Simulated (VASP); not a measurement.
Here is the system:

```yaml
crystal:
  lattice:
    - [0.00000, 2.29185, 2.29185]
    - [2.29185, 0.00000, 2.29185]
    - [2.29185, 2.29185, 0.00000]
  atoms:
    - { symbol: Na, position: [0.00000, 0.00000, 0.00000] }
    - { symbol: F, position: [0.50000, 0.50000, 0.50000] }
```

Computed with PBEsol GGA, VASP's PBE PAW potentials (set 64) (plane waves; VASP). Settings: 600 eV cut-off, 10×10×10 Γ-centred mesh, Gaussian smearing of 0.050 eV, potentials Na_pv F.

Question: Give the stress tensor in GPa (positive for a compressed cell).

Answer: 
```
1.47  0.00  0.00
0.00  1.47  0.00
0.00  0.00  1.47
```
The pressure is its mean diagonal, 1.47 GPa.

The compound is NaF in the rock salt structure. This cell was strained or had an atom moved on purpose.
